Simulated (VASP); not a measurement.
An input for Ansatz (written as the equivalent of a VASP run, and not itself run):

Ansatz 0.2 input:
```yaml
crystal:
  lattice:
    - [0.0000000, 2.1480370, 2.1480370]
    - [2.1480370, 0.0000000, 2.1480370]
    - [2.1480370, 2.1480370, 0.0000000]
  atoms:
    - { symbol: Si, position: [0.0000000, 0.0000000, 0.0000000] }
    - { symbol: C, position: [0.2500000, 0.2500000, 0.2500000] }
kpoints:
  mp_grid: { grid: [10, 10, 10] }
hamiltonian:
  xc: r2scan
  pseudopotentials: { kind: paw }
scf:
  occupations: { method: gaussian, width: 0.05 }
  max_iter: 100
relax:
  max_steps: 40
  f_tol: 0.01
  cell: { p_target: 10 }
output: { forces: true, stress: true, eigenvalues: true }
```

Task: Translate this input to VASP (INCAR, KPOINTS, POSCAR, choice of POTCAR).

Result: Several could match; the one computed here: 
**INCAR**
```
SYSTEM = SiC
PREC = Accurate; ENCUT = 600; LREAL = .FALSE.
LASPH = .TRUE.
EDIFF = 1E-7; NELM = 100; ALGO = Normal
LMIXTAU = .TRUE.
ISMEAR = 0; SIGMA = 0.05
METAGGA = R2SCAN
IBRION = 2; NSW = 40; ISIF = 3
EDIFFG = -0.01; PSTRESS = 100
LWAVE = .FALSE.; LCHARG = .FALSE.
```

File POSCAR:
```
SiC
1
    0.0000000000     2.1480370218     2.1480370218
    2.1480370218     0.0000000000     2.1480370218
    2.1480370218     2.1480370218    -0.0000000000
Si C
1 1
Direct
  0.0000000000   0.0000000000   0.0000000000
  0.2500000000   0.2500000000   0.2500000000
```

File KPOINTS:
```
K-points
0
G
  10 10 10
0 0 0
```

POTCAR, in this order: Si C (PBE.64 set). Program: vasp_std.

What does not carry over: each code has its own PAW files, so the cut-off isn't converted (ENCUT is set for VASP's; basis.ecutwfc is left out, and Ansatz then takes the one that its files recommend); Ansatz stops its SCF on the density residual and VASP on the energy change (EDIFF).

The compound is SiC in the zinc blende structure. It was relaxed first under an external pressure of 10 GPa.
